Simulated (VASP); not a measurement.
OSZICAR of a VASP run on PbO2 (rutile):

### OSZICAR
```
       N       E                     dE             d eps       ncg     rms          rms(c)
DAV:   1     0.676561178342E+03    0.67656E+03   -0.26391E+04  1488   0.197E+03
DAV:   2     0.614180996383E+02   -0.61514E+03   -0.59551E+03  1607   0.537E+02
DAV:   3    -0.314202826961E+02   -0.92838E+02   -0.89880E+02  1945   0.225E+02
DAV:   4    -0.351910126222E+02   -0.37707E+01   -0.37579E+01  1825   0.504E+01
DAV:   5    -0.353283458467E+02   -0.13733E+00   -0.13730E+00  2032   0.912E+00    0.138E+01
DAV:   6    -0.298657535513E+02    0.54626E+01   -0.26646E+01  2295   0.531E+01    0.493E+00
DAV:   7    -0.298584409769E+02    0.73126E-02   -0.17820E+00  1922   0.114E+01    0.281E+00
DAV:   8    -0.298777624823E+02   -0.19322E-01   -0.47876E-01  2211   0.615E+00    0.114E+00
DAV:   9    -0.298517981080E+02    0.25964E-01   -0.10335E-01  2418   0.375E+00    0.155E-01
DAV:  10    -0.298548657287E+02   -0.30676E-02   -0.14338E-02  1649   0.702E-01    0.154E-01
DAV:  11    -0.298547002219E+02    0.16551E-03   -0.70499E-04  2355   0.305E-01    0.587E-02
DAV:  12    -0.298546867728E+02    0.13449E-04   -0.20675E-04  1861   0.959E-02    0.106E-02
DAV:  13    -0.298546901446E+02   -0.33719E-05   -0.98864E-06  2190   0.290E-02    0.387E-03
DAV:  14    -0.298546910391E+02   -0.89451E-06   -0.53786E-06  2167   0.270E-02    0.383E-03
DAV:  15    -0.298546911274E+02   -0.88316E-07   -0.83737E-07  2103   0.834E-03
   1 F= -.29854691E+02 E0= -.29854229E+02  d E =-.298547E+02
       N       E                     dE             d eps       ncg     rms          rms(c)
DAV:   1    -0.298611729222E+02   -0.64819E-02   -0.70202E-01  1488   0.610E+00    0.412E-01
DAV:   2    -0.298596193468E+02    0.15536E-02   -0.28160E-02  1897   0.153E+00    0.245E-01
DAV:   3    -0.298575177593E+02    0.21016E-02   -0.27673E-03  2171   0.693E-01    0.459E-02
DAV:   4    -0.298575440274E+02   -0.26268E-04   -0.74212E-04  2083   0.204E-01    0.187E-02
DAV:   5    -0.298575433048E+02    0.72261E-06   -0.44546E-05  1833   0.689E-02    0.459E-03
DAV:   6    -0.298575439662E+02   -0.66142E-06   -0.74274E-06  2071   0.248E-02    0.286E-03
DAV:   7    -0.298575444115E+02   -0.44521E-06   -0.98469E-07  1903   0.103E-02    0.147E-03
DAV:   8    -0.298575444339E+02   -0.22458E-07   -0.29015E-07  1563   0.608E-03
   2 F= -.29857544E+02 E0= -.29857113E+02  d E =-.285331E-02
       N       E                     dE             d eps       ncg     rms          rms(c)
DAV:   1    -0.298646955744E+02   -0.71512E-02   -0.10896E+00  1488   0.760E+00    0.515E-01
DAV:   2    -0.298622386202E+02    0.24570E-02   -0.43665E-02  1897   0.190E+00    0.306E-01
DAV:   3    -0.298589741122E+02    0.32645E-02   -0.43335E-03  2179   0.854E-01    0.578E-02
DAV:   4    -0.298590124105E+02   -0.38298E-04   -0.11391E-03  2092   0.252E-01    0.232E-02
DAV:   5    -0.298590115943E+02    0.81624E-06   -0.68394E-05  1842   0.861E-02    0.566E-03
DAV:   6    -0.298590126611E+02   -0.10669E-05   -0.11255E-05  2096   0.302E-02    0.355E-03
DAV:   7    -0.298590133458E+02   -0.68463E-06   -0.15841E-06  2098   0.132E-02    0.189E-03
DAV:   8    -0.298590133913E+02   -0.45517E-07   -0.44747E-07  1685   0.743E-03
   3 F= -.29859013E+02 E0= -.29858628E+02  d E =-.432226E-02
```

Which electronic solver shows in the log?

It is blocked Davidson (ALGO = Normal, or the opening steps of other solvers). The INCAR had ALGO = Normal.

Can the final energy be trusted as converged?

Self-consistency was reached. It stopped with EDIFF = 1E-7, NELM = 100, NSW = 30 and EDIFFG = -0.01 after 3 ionic steps (revPBE GGA, plane waves, VASP's PBE PAW potentials (set 64)).

The compound is PbO2 in the rutile structure. This cell is one point of a volume scan, at 1.03 of the reference volume. Symmetry was kept, so distortions that lower it aren't found.
